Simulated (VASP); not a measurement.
A convergence study with VASP on PbTe (rock salt): one setting is varied, all else stays as given below, so the limit is that of these other settings.

```
PbTe
1.0
    0.00000     3.23000     3.23000
    3.23000     0.00000     3.23000
    3.23000     3.23000     0.00000
Te Pb
1 1
Direct
  0.50000   0.50000   0.50000
  0.00000   0.00000   0.00000
```

All values below come from PBEsol GGA, VASP's PBE PAW potentials (set 64) (plane waves; VASP 6.6.1). The tightest run used: 550 eV cut-off, 16×16×16 Γ-centred mesh, tetrahedra with Blöchl corrections, potentials Te Pb_d.

Unless said otherwise, spin-orbit coupling is left out, though it shifts the bands of the heavy elements here. Gaps are read on the run's mesh, which can miss a band edge.

The settings run are 3×3×3 mesh; 4×4×4 mesh; 5×5×5 mesh; 6×6×6 mesh; 7×7×7 mesh; 8×8×8 mesh; 9×9×9 mesh; 10×10×10 mesh; 11×11×11 mesh; 12×12×12 mesh; 13×13×13 mesh; 14×14×14 mesh; 15×15×15 mesh; 16×16×16 mesh. From which on does the energy per atom stay within 0.01 eV/atom of the tightest run?

From 4×4×4 mesh on: it is off by 0.0034 there and by no more than 0.01 in any finer run, while 3×3×3 mesh is off by 0.0253.
```csv
setting,E (eV/atom),pressure (GPa),gap on the mesh (eV),irreducible k-points,difference judged (eV/atom)
3×3×3 mesh,-4.1546,-0.44,1.796,4,0.0253
4×4×4 mesh,-4.1259,-0.36,0.666,8,0.0034
5×5×5 mesh,-4.1303,-0.37,1.142,10,0.0010
6×6×6 mesh,-4.1298,-0.35,0.666,16,0.0005
7×7×7 mesh,-4.1301,-0.38,0.956,20,0.0008
8×8×8 mesh,-4.1292,-0.36,0.667,29,0.0001
9×9×9 mesh,-4.1295,-0.37,0.852,35,0.0002
10×10×10 mesh,-4.1293,-0.37,0.667,47,0.0000
11×11×11 mesh,-4.1293,-0.37,0.795,56,0.0000
12×12×12 mesh,-4.1293,-0.37,0.667,72,0.0000
13×13×13 mesh,-4.1293,-0.37,0.760,84,0.0000
14×14×14 mesh,-4.1293,-0.37,0.667,104,0.0000
15×15×15 mesh,-4.1293,-0.37,0.738,120,0.0000
16×16×16 mesh,-4.1293,-0.37,0.667,145,0.0000
```

Left out are rungs that failed or repeat a setting and relaxations that didn't move; long series are thinned to 24 rows.

The compound is PbTe in the rock salt structure. The cell was not relaxed at this level.
